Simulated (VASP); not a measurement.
Energy against volume of NaF (rock salt). Computed with PBE GGA with D3 dispersion (zero damping), VASP's PBE PAW potentials (set 64) (plane waves; VASP). Run with 520 eV cut-off, 10×10×10 Γ-centred mesh, Gaussian smearing of 0.050 eV, potentials Na_pv F.

```
V (Å³/atom)  E (eV/atom)
-----------  -----------
11.681          -4.43187
12.054          -4.43837
12.427          -4.44091
12.799          -4.44018
```

**Question.** Fit these four points and predict the energy of the run at 13.172 Å³/atom.

**Answer.** A cubic in V^(−2/3), the third-order Birch-Murnaghan form, passes through the four points with V0 = 12.52 Å³/atom and B0 = 45 GPa, and gives -4.4367 eV/atom there. The run gave -4.4367 eV/atom, +0.1 meV/atom from the fit; all five points give B0 = 45 GPa.

The compound is NaF in the rock salt structure. It was relaxed first.
